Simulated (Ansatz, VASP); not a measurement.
**TiOs3 in VASP and in Ansatz**

```
Ti Os
1.0
     3.88773    0.00000    0.00000
     0.00000    3.88773    0.00000
     0.00000    0.00000    3.88773
Ti Os
1 3
Cartesian
  0.0000 0.0000 0.0000
  1.9439 1.9439 0.0000
  1.9439 0.0000 1.9439
  0.0000 1.9439 1.9439
```

The cell comes from a database or a generator and needn't be the stable form of this composition.

Alike in both runs: task single point; functional PBE; k mesh 6 × 6 × 6; occupations fermi-dirac, width 0.2 eV; no spin polarisation.

```csv
,VASP,Ansatz
version,VASP 6.6.1,Ansatz 0.2.0
potentials or method,"VASP PAW PBE potentials, release 64 (Ti_sv, Os)","plane waves, PAW"
plane-wave cutoff (eV),520,463
valence electrons in the cell,36,60
```

|  | VASP | Ansatz | Ansatz less VASP |
| --- | --- | --- | --- |
| pressure (GPa) | -0.5 | -0.4 | +0.13 |

The functional is the same, so the differences come from potentials, cutoffs and numerics. The two sets of potentials don't hold the same shells in valence.

The runs have no spin-orbit coupling, so splittings on Os are missing.
